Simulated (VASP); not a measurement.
Given:

```yaml
crystal:
  lattice:
    - [0.00000, 1.96655, 1.96655]
    - [1.96655, 0.00000, 1.96655]
    - [1.96655, 1.96655, 0.00000]
  atoms:
    - { symbol: Pt, position: [0.00000, 0.00000, 0.00000] }
```

Calculation: r2SCAN+rVV10, VASP's PBE PAW potentials (set 64) (plane waves; VASP 6.6.1). Numerical set-up: 400 eV cut-off, 18×18×18 Γ-centred mesh, tetrahedra with Blöchl corrections, potentials Pt.

### Question
Give the energies of bands 1 to 6 at the high-symmetry points, in eV from the Fermi level.

### Answer

```json
[
 {"band": "1", "Γ": "-10.40", "X": "-7.19", "U": "-6.38", "L": "-7.47", "W": "-5.74"},
 {"band": "2", "Γ": "-3.84", "X": "-6.75", "U": "-5.55", "L": "-3.94", "W": "-4.63"},
 {"band": "3", "Γ": "-3.84", "X": "-0.03", "U": "-2.88", "L": "-3.94", "W": "-4.63"},
 {"band": "4", "Γ": "-3.84", "X": "0.54", "U": "-1.37", "L": "-0.28", "W": "-2.06"},
 {"band": "5", "Γ": "-1.70", "X": "0.54", "U": "-0.14", "L": "0.05", "W": "0.55"},
 {"band": "6", "Γ": "-1.70", "X": "1.96", "U": "6.09", "L": "0.05", "W": "7.49"}
]
```

It has no gap at this level: it comes out as a metal or semimetal.

The structure comes from a measured Pt entry (Fm-3m) of the Crystallography Open Database, whose conditions weren't checked. It was relaxed first.
